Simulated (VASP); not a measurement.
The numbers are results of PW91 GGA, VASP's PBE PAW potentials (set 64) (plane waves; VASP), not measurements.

Input for VASP

File POSCAR:
```
FePt
1.0
  2.7018018952   0.0000000000   0.0000000000
  0.0000000000   2.7018018952   0.0000000000
  0.0000000000   0.0000000000   3.7317862078
Fe Pt
1 1
Direct
  0.0000000000   0.0000000000   0.0000000000
  0.5000000000   0.5000000000   0.5000000000
```

**INCAR**
```
SYSTEM = FePt
PREC = Accurate; ENCUT = 520; LREAL = .False.
LASPH = .True.
EDIFF = 1E-7; NELM = 100; ALGO = Normal
LMAXMIX = 6
ISMEAR = 1; SIGMA = 0.1
GGA = 91
MAGMOM = 2.9 0.3
ISPIN = 2
IBRION = 2; NSW = 30; ISIF = 4
EDIFFG = -0.01
LWAVE = .False.; LCHARG = .False.; LORBIT = 10
```

**KPOINTS**
```
Automatic mesh
0
Gamma
13 13 10
0 0 0
```

POTCAR, in this order: Fe Pt (PBE.64 set). Program: vasp_std.

Unless said otherwise, spin-orbit coupling is left out, though it shifts the bands of the heavy elements here.

Predict the energy per atom (σ→0), cell moment, band gap (on the k-mesh).

```yaml
energy per atom (σ→0): -7329 meV/atom
cell_moment: 3.18 μB
band gap (on the k-mesh): none (metal, semimetal or under 0.01 eV)
```

OSZICAR:
```
...
       N       E                     dE             d eps       ncg     rms          rms(c)
DAV:   1    -0.146578395532E+02   -0.94274E-04   -0.43688E-03 11291   0.538E-01    0.606E-02
DAV:   2    -0.146578306891E+02    0.88641E-05   -0.25912E-04 13540   0.406E-01    0.912E-02
DAV:   3    -0.146577805827E+02    0.50106E-04   -0.13997E-04 12843   0.329E-01    0.286E-02
DAV:   4    -0.146577710041E+02    0.95786E-05   -0.14875E-05 13042   0.409E-02    0.124E-02
DAV:   5    -0.146577705086E+02    0.49545E-06   -0.14528E-06 14450   0.240E-02    0.450E-03
DAV:   6    -0.146577704101E+02    0.98520E-07   -0.88558E-08  6107   0.344E-03
   2 F= -.14657770E+02 E0= -.14657951E+02  d E =-.251416E-04  mag=     3.1814
```

The compound is FePt in the L1_0 structure. This cell is one point of a volume scan, at 0.97 of the reference volume. Symmetry was kept, so distortions that lower it aren't found.
